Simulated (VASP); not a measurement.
All values below come from PBE GGA with D3 dispersion (Becke-Johnson damping), VASP's PBE PAW potentials (set 64) (plane waves; VASP).

A VASP calculation is set up with these files.

File KPOINTS:
```
Automatic
0
gamma
15 15 15
```

File POSCAR:
```
Rh
1
    0.0000000000     1.9000000000     1.9000000000
    1.9000000000     0.0000000000     1.9000000000
    1.9000000000     1.9000000000     0.0000000000
Rh
1
Direct
  0.0000000000   0.0000000000   0.0000000000
```

**INCAR**
```
SYSTEM = Rh
PREC = Accurate
ENCUT = 520
EDIFF = 1E-6
NELM = 100
ALGO = Normal
LREAL = .FALSE.
LASPH = .TRUE.
ISMEAR = 1
SIGMA = 0.1
GGA = PE
IVDW = 12
LMAXMIX = 4
LWAVE = .FALSE.
LCHARG = .FALSE.
IBRION = 2
ISIF = 3
NSW = 60
EDIFFG = -0.01
```

POTCAR, in this order: Rh_pv (PBE.64 set). Program: vasp_std.

The run wrote:

**OSZICAR**
```
       N       E                     dE             d eps       ncg     rms          rms(c)
DAV:   1     0.115035005813E+03    0.11504E+03   -0.94374E+03  2659   0.147E+03
DAV:   2    -0.628698276060E+01   -0.12132E+03   -0.11610E+03  2691   0.387E+02
DAV:   3    -0.774575611008E+01   -0.14588E+01   -0.14546E+01  3042   0.487E+01
DAV:   4    -0.775482363785E+01   -0.90675E-02   -0.90666E-02  2877   0.397E+00
DAV:   5    -0.775497239069E+01   -0.14875E-03   -0.14875E-03  3017   0.469E-01    0.102E+01
DAV:   6    -0.727313630862E+01    0.48184E+00   -0.11069E+00  2760   0.158E+01    0.359E+00
DAV:   7    -0.725553587420E+01    0.17600E-01   -0.23690E-02  2970   0.200E+00    0.170E+00
DAV:   8    -0.725186928428E+01    0.36666E-02   -0.33019E-03  2748   0.917E-01    0.184E-01
DAV:   9    -0.725176049370E+01    0.10879E-03   -0.76912E-05  3096   0.144E-01    0.179E-02
DAV:  10    -0.725176480798E+01   -0.43143E-05   -0.34404E-06  2838   0.276E-02    0.232E-03
DAV:  11    -0.725176485368E+01   -0.45696E-07   -0.22841E-07  1584   0.700E-03
   1 F= -.79005915E+01 E0= -.79005754E+01  d E =-.790059E+01
       N       E                     dE             d eps       ncg     rms          rms(c)
DAV:   1    -0.734588573885E+01   -0.94121E-01   -0.16284E+00  2766   0.212E+01    0.248E+00
DAV:   2    -0.723751920165E+01    0.10837E+00   -0.25780E-01  2733   0.781E+00    0.392E-01
DAV:   3    -0.723651710701E+01    0.10021E-02   -0.38246E-03  2871   0.854E-01    0.233E-01
DAV:   4    -0.723685373464E+01   -0.33663E-03   -0.78947E-04  2850   0.402E-01    0.161E-02
DAV:   5    -0.723685346920E+01    0.26545E-06   -0.11772E-05  3009   0.489E-02    0.109E-02
DAV:   6    -0.723684513417E+01    0.83350E-05   -0.14105E-06  2146   0.189E-02    0.101E-03
DAV:   7    -0.723684538157E+01   -0.24740E-06   -0.40324E-08  1410   0.316E-03
   2 F= -.78986928E+01 E0= -.78986799E+01  d E =0.189874E-02
       N       E                     dE             d eps       ncg     rms          rms(c)
DAV:   1    -0.730410835038E+01   -0.67263E-01   -0.83732E-01  2763   0.154E+01    0.165E+00
DAV:   2    -0.724876683047E+01    0.55342E-01   -0.13318E-01  2733   0.556E+00    0.330E-01
DAV:   3    -0.724829439551E+01    0.47243E-03   -0.18685E-03  2850   0.592E-01    0.183E-01
DAV:   4    -0.724840759223E+01   -0.11320E-03   -0.39540E-04  2838   0.285E-01    0.124E-02
DAV:   5    -0.724841044559E+01   -0.28534E-05   -0.76826E-06  2999   0.405E-02    0.841E-03
DAV:   6    -0.724841168771E+01   -0.12421E-05   -0.55340E-07  1925   0.117E-02    0.967E-04
DAV:   7    -0.724841151094E+01    0.17677E-06   -0.16665E-08  1395   0.191E-03
   3 F= -.79009471E+01 E0= -.79009319E+01  d E =-.355505E-03
```

File OUTCAR:
```
------------------------ aborting loop because EDIFF is reached ----------------------------------------
 Edisp (eV)   -0.65254
  FORCE on cell =-STRESS in cart. coord.  units (eV):
  Direction    XX          YY          ZZ          XY          YZ          ZX
  --------------------------------------------------------------------------------------
  Total       0.00087     0.00087     0.00087    -0.00000     0.00000     0.00000
  in kB       0.10197     0.10197     0.10197    -0.00000     0.00000     0.00000
  external pressure =        0.10 kB  Pullay stress =        0.00 kB
  volume of cell :       13.64
      direct lattice vectors                 reciprocal lattice vectors
    -0.000000000  1.896536891  1.896536891    -0.263638426  0.263638426  0.263638426
     1.896536891  0.000000000  1.896536891     0.263638426 -0.263638426  0.263638426
     1.896536891  1.896536891  0.000000000     0.263638426  0.263638426 -0.263638426
 POSITION                                       TOTAL-FORCE (eV/Angst)
 -----------------------------------------------------------------------------------
     -0.00000      0.00000      0.00000        -0.000000     -0.000000     -0.000000
 -----------------------------------------------------------------------------------
    total drift:                                0.000000     -0.000000      0.000000
  FREE ENERGIE OF THE ION-ELECTRON SYSTEM (eV)
  ---------------------------------------------------
  free  energy   TOTEN  =        -7.9009470502 eV

  energy  without entropy=       -7.9009017437  energy(sigma->0) =       -7.90093195

 reached required accuracy - stopping structural energy minimisation
```
(Selected blocks of OUTCAR.)

File CONTCAR:
```
Rh
   1.00000000000000
    -0.0000000000000000    1.8965368909580602    1.8965368909580602
     1.8965368909580602    0.0000000000000000    1.8965368909580602
     1.8965368909580602    1.8965368909580602    0.0000000000000000
  Rh
     1
Direct
     0.0000000000000000    0.0000000000000000    0.0000000000000000
```

The compound is Rh in the fcc structure. This run relaxes it. Symmetry was kept, so distortions that lower it aren't found.
